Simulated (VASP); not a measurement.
```yaml
crystal:
  lattice:
    - [-2.81068, 2.81068, 2.81068]
    - [2.81068, -2.81068, 2.81068]
    - [2.81068, 2.81068, -2.81068]
  atoms:
    - { symbol: Rb, position: [0.00000, 0.00000, 0.00000] }
```

These are PBE GGA with D3 dispersion (zero damping), VASP's PBE PAW potentials (set 64) (plane waves; VASP) values and carry that method's errors. Numerical set-up: 520 eV cut-off, 10×10×10 Γ-centred mesh, tetrahedra with Blöchl corrections, potentials Rb_sv.

Tabulate the total density of states (states/eV per cell) against energy (eV; zero at the valence-band maximum or, without a gap, the Fermi level).

```json
[
 {"E (eV)": "-9.95", "DOS (states/eV)": "0.00"},
 {"E (eV)": "-9.75", "DOS (states/eV)": "0.00"},
 {"E (eV)": "-9.54", "DOS (states/eV)": "0.00"},
 {"E (eV)": "-9.24", "DOS (states/eV)": "0.00"},
 {"E (eV)": "-9.03", "DOS (states/eV)": "0.00"},
 {"E (eV)": "-8.83", "DOS (states/eV)": "0.00"},
 {"E (eV)": "-8.62", "DOS (states/eV)": "0.00"},
 {"E (eV)": "-8.31", "DOS (states/eV)": "0.00"},
 {"E (eV)": "-8.11", "DOS (states/eV)": "0.00"},
 {"E (eV)": "-7.91", "DOS (states/eV)": "0.00"},
 {"E (eV)": "-7.70", "DOS (states/eV)": "0.00"},
 {"E (eV)": "-7.50", "DOS (states/eV)": "0.00"},
 {"E (eV)": "-7.19", "DOS (states/eV)": "0.00"},
 {"E (eV)": "-6.98", "DOS (states/eV)": "0.00"},
 {"E (eV)": "-6.78", "DOS (states/eV)": "0.00"},
 {"E (eV)": "-6.57", "DOS (states/eV)": "0.00"},
 {"E (eV)": "-6.27", "DOS (states/eV)": "0.00"},
 {"E (eV)": "-6.06", "DOS (states/eV)": "0.00"},
 {"E (eV)": "-5.86", "DOS (states/eV)": "0.00"},
 {"E (eV)": "-5.65", "DOS (states/eV)": "0.00"},
 {"E (eV)": "-5.45", "DOS (states/eV)": "0.00"},
 {"E (eV)": "-5.14", "DOS (states/eV)": "0.00"},
 {"E (eV)": "-4.93", "DOS (states/eV)": "0.00"},
 {"E (eV)": "-4.73", "DOS (states/eV)": "0.00"},
 {"E (eV)": "-4.52", "DOS (states/eV)": "0.00"},
 {"E (eV)": "-4.22", "DOS (states/eV)": "0.00"},
 {"E (eV)": "-4.01", "DOS (states/eV)": "0.00"},
 {"E (eV)": "-3.81", "DOS (states/eV)": "0.00"},
 {"E (eV)": "-3.60", "DOS (states/eV)": "0.00"},
 {"E (eV)": "-3.40", "DOS (states/eV)": "0.00"},
 {"E (eV)": "-3.09", "DOS (states/eV)": "0.00"},
 {"E (eV)": "-2.88", "DOS (states/eV)": "0.00"},
 {"E (eV)": "-2.68", "DOS (states/eV)": "0.00"},
 {"E (eV)": "-2.48", "DOS (states/eV)": "0.00"},
 {"E (eV)": "-2.27", "DOS (states/eV)": "0.00"},
 {"E (eV)": "-1.96", "DOS (states/eV)": "0.05"},
 {"E (eV)": "-1.76", "DOS (states/eV)": "0.21"},
 {"E (eV)": "-1.55", "DOS (states/eV)": "0.29"},
 {"E (eV)": "-1.35", "DOS (states/eV)": "0.38"},
 {"E (eV)": "-1.04", "DOS (states/eV)": "0.48"},
 {"E (eV)": "-0.84", "DOS (states/eV)": "0.56"},
 {"E (eV)": "-0.63", "DOS (states/eV)": "0.63"},
 {"E (eV)": "-0.43", "DOS (states/eV)": "0.71"},
 {"E (eV)": "-0.22", "DOS (states/eV)": "0.81"},
 {"E (eV)": "0.09", "DOS (states/eV)": "1.13"},
 {"E (eV)": "0.29", "DOS (states/eV)": "1.16"},
 {"E (eV)": "0.49", "DOS (states/eV)": "1.08"},
 {"E (eV)": "0.70", "DOS (states/eV)": "0.87"},
 {"E (eV)": "1.01", "DOS (states/eV)": "1.71"},
 {"E (eV)": "1.21", "DOS (states/eV)": "2.59"},
 {"E (eV)": "1.42", "DOS (states/eV)": "1.59"},
 {"E (eV)": "1.62", "DOS (states/eV)": "1.56"},
 {"E (eV)": "1.83", "DOS (states/eV)": "1.54"},
 {"E (eV)": "2.13", "DOS (states/eV)": "1.63"},
 {"E (eV)": "2.34", "DOS (states/eV)": "1.93"},
 {"E (eV)": "2.54", "DOS (states/eV)": "2.53"},
 {"E (eV)": "2.75", "DOS (states/eV)": "1.94"},
 {"E (eV)": "3.06", "DOS (states/eV)": "1.32"},
 {"E (eV)": "3.26", "DOS (states/eV)": "1.70"},
 {"E (eV)": "3.47", "DOS (states/eV)": "1.28"}
]
```
Within 2 eV below the Fermi level the largest weight inside VASP's projection spheres is Rb s, then Rb p.

The compound is Rb in the bcc structure. It was relaxed first.
